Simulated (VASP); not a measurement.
Data:

```
CELL_PARAMETERS angstrom
      3.22020     0.00000     0.00000
      0.00000     3.22020     0.00000
      0.00000     0.00000    24.02312
ATOMIC_POSITIONS crystal
  Zr 0.00000 0.50000 0.35782
  Zr 0.50000 0.00000 0.45261
  Zr 0.00000 0.50000 0.54739
  Zr 0.50000 0.00000 0.64218
  N  0.00000 0.50000 0.45261
  N  0.50000 0.00000 0.35782
  N  0.00000 0.50000 0.64218
  N  0.50000 0.00000 0.54739
```

Method: PBEsol GGA, VASP's PBE PAW potentials (set 64) (plane waves; VASP). Settings: PREC = Normal, EDIFF = 1E-5, 450 eV cut-off, 9×9×1 Γ-centred mesh, first-order Methfessel-Paxton smearing of 0.10 eV, potentials Zr_sv N.

Question: The ions are relaxed. What does this cell relax into?

Answer: 
```
CELL_PARAMETERS angstrom
      3.22020     0.00000     0.00000
      0.00000     3.22020     0.00000
      0.00000     0.00000    24.02312
ATOMIC_POSITIONS crystal
  Zr 0.00000 0.50000 0.36235
  Zr 0.50000 0.00000 0.45400
  Zr 0.00000 0.50000 0.54600
  Zr 0.50000 0.00000 0.63765
  N  0.00000 0.50000 0.45100
  N  0.50000 0.00000 0.35614
  N  0.00000 0.50000 0.64386
  N  0.50000 0.00000 0.54900
```

Question: How much energy does the relaxation gain?

Answer: The energy (σ→0) changes by -32.6 meV/atom, in 8 ionic steps.

The cell is a thin slab with vacuum, built from ZrN (rock salt): (100) face.
